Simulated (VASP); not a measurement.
Output of a VASP run:

**OSZICAR**
```
...
DAV:   1     0.708736669068E+01    0.70874E+01   -0.54641E+03   912   0.105E+03
DAV:   2    -0.222040366383E+02   -0.29291E+02   -0.28624E+02  1272   0.182E+02
DAV:   3    -0.224163213782E+02   -0.21228E+00   -0.21228E+00  1000   0.196E+01
DAV:   4    -0.224165625918E+02   -0.24121E-03   -0.24121E-03  1272   0.574E-01
DAV:   5    -0.224165626729E+02   -0.81137E-07   -0.81137E-07   968   0.819E-03    0.661E+00
DAV:   6    -0.189058572173E+02    0.35107E+01   -0.17792E+00  1232   0.110E+01    0.401E+00
DAV:   7    -0.194643653729E+02   -0.55851E+00   -0.12384E+00  1008   0.891E+00    0.164E+00
DAV:   8    -0.181182643424E+02    0.13461E+01   -0.99660E-01   912   0.830E+00    0.177E+00
DAV:   9    -0.191692658012E+02   -0.10510E+01   -0.22708E-01   928   0.499E+00    0.432E-01
DAV:  10    -0.191734921745E+02   -0.42264E-02   -0.55588E-02  1152   0.205E+00    0.146E-01
DAV:  11    -0.191690276249E+02    0.44645E-02   -0.42245E-03   896   0.938E-01    0.704E-02
DAV:  12    -0.191723462055E+02   -0.33186E-02   -0.16340E-03   896   0.526E-01    0.240E-02
DAV:  13    -0.191721218013E+02    0.22440E-03   -0.84399E-05   976   0.947E-02    0.913E-03
DAV:  14    -0.191721617752E+02   -0.39974E-04   -0.62639E-06   952   0.329E-02    0.614E-03
DAV:  15    -0.191721560378E+02    0.57374E-05   -0.23909E-06   928   0.203E-02    0.172E-03
DAV:  16    -0.191721594526E+02   -0.34148E-05   -0.36139E-07   448   0.707E-03    0.808E-04
DAV:  17    -0.191721577355E+02    0.17171E-05   -0.68212E-08   448   0.306E-03    0.714E-04
DAV:  18    -0.191721587975E+02   -0.10620E-05   -0.30199E-08   448   0.201E-03    0.256E-04
DAV:  19    -0.191721587411E+02    0.56431E-07   -0.26193E-09   448   0.559E-04
   1 F= -.19172159E+02 E0= -.19172159E+02  d E =-.191722E+02
       N       E                     dE             d eps       ncg     rms          rms(c)
DAV:   1    -0.191722720802E+02   -0.11328E-03   -0.45576E-03   960   0.699E-01    0.840E-02
DAV:   2    -0.191721331624E+02    0.13892E-03   -0.70832E-04  1104   0.214E-01    0.247E-02
DAV:   3    -0.191721600525E+02   -0.26890E-04   -0.31079E-05   976   0.690E-02    0.991E-03
DAV:   4    -0.191721322843E+02    0.27768E-04   -0.17856E-05   896   0.406E-02    0.428E-03
DAV:   5    -0.191721619663E+02   -0.29682E-04   -0.85463E-06   896   0.304E-02    0.142E-03
DAV:   6    -0.191721509368E+02    0.11030E-04   -0.43926E-07   480   0.877E-03    0.835E-04
DAV:   7    -0.191721560999E+02   -0.51631E-05   -0.90618E-08   448   0.360E-03    0.441E-04
DAV:   8    -0.191721556187E+02    0.48120E-06   -0.15804E-08   448   0.125E-03
   2 F= -.19172156E+02 E0= -.19172156E+02  d E =0.312241E-05
       N       E                     dE             d eps       ncg     rms          rms(c)
DAV:   1    -0.191722225576E+02   -0.66458E-04   -0.12349E-03   960   0.363E-01    0.438E-02
DAV:   2    -0.191721908884E+02    0.31669E-04   -0.19302E-04  1104   0.112E-01    0.129E-02
DAV:   3    -0.191721838474E+02    0.70410E-05   -0.84611E-06   968   0.360E-02    0.516E-03
DAV:   4    -0.191721938908E+02   -0.10043E-04   -0.48698E-06   896   0.212E-02    0.223E-03
DAV:   5    -0.191721854434E+02    0.84474E-05   -0.23231E-06   896   0.158E-02    0.740E-04
DAV:   6    -0.191721916405E+02   -0.61970E-05   -0.11752E-07   448   0.456E-03    0.433E-04
DAV:   7    -0.191721890571E+02    0.25834E-05   -0.24775E-08   448   0.187E-03    0.229E-04
DAV:   8    -0.191721893238E+02   -0.26672E-06   -0.41806E-09   448   0.642E-04
   3 F= -.19172189E+02 E0= -.19172189E+02  d E =-.305828E-04
```

File OUTCAR:
```
------------------------ aborting loop because EDIFF is reached ----------------------------------------
  FORCE on cell =-STRESS in cart. coord.  units (eV):
  Direction    XX          YY          ZZ          XY          YZ          ZX
  --------------------------------------------------------------------------------------
  Total       -0.0001918     -0.0001918     -0.0001918      0.0000000      0.0000000      0.0000000
  in kB       -0.0260578     -0.0260578     -0.0260578      0.0000000      0.0000000      0.0000000
  external PRESSURE =      -0.0260578 kB  Pullay stress =       0.0000000 kB
  volume of cell :       11.79
      direct lattice vectors                 reciprocal lattice vectors
     0.000000000  1.806640359  1.806640359    -0.276756798  0.276756798  0.276756798
     1.806640359 -0.000000000  1.806640359     0.276756798 -0.276756798  0.276756798
     1.806640359  1.806640359 -0.000000000     0.276756798  0.276756798 -0.276756798
  FREE ENERGIE OF THE ION-ELECTRON SYSTEM (eV)
  ---------------------------------------------------
  free  energy   TOTEN  =       -19.1721893238 eV

  energy  without entropy=      -19.1721893238  energy(sigma->0) =      -19.17218932

 reached required accuracy - stopping structural energy minimisation
```
(Selected blocks of OUTCAR.)

**POSCAR**
```
BN
1
    0.0000000000     1.8075000000     1.8075000000
    1.8075000000     0.0000000000     1.8075000000
    1.8075000000     1.8075000000     0.0000000000
B N
1 1
Direct
  0.0000000000   0.0000000000   0.0000000000
  0.7500000000   0.7500000000   0.7500000000
```

Question: Write an INCAR and KPOINTS that could have produced this output.

Answer: This is not unique; one that fits is the input of the run itself, r2SCAN meta-GGA, plane waves, VASP's PBE PAW potentials (set 64).

### KPOINTS
```
Automatic mesh
0
Gamma
11 11 11
0 0 0
```

### INCAR
```
ALGO=Normal
EDIFF=1E-6
EDIFFG=-0.01
ENCUT=530
IBRION=2
ISIF=3
ISMEAR=0
LASPH=.TRUE.
LCHARG=.FALSE.
LMIXTAU=.TRUE.
LREAL=.FALSE.
LWAVE=.FALSE.
METAGGA=R2SCAN
NELM=100
NSW=60
PREC=Accurate
SIGMA=0.05
SYSTEM=BN
```

POTCAR, in this order: B N (PBE.64 set). Program: vasp_std.

The compound is BN in the zinc blende structure. This run relaxes it. Symmetry was kept, so distortions that lower it aren't found.
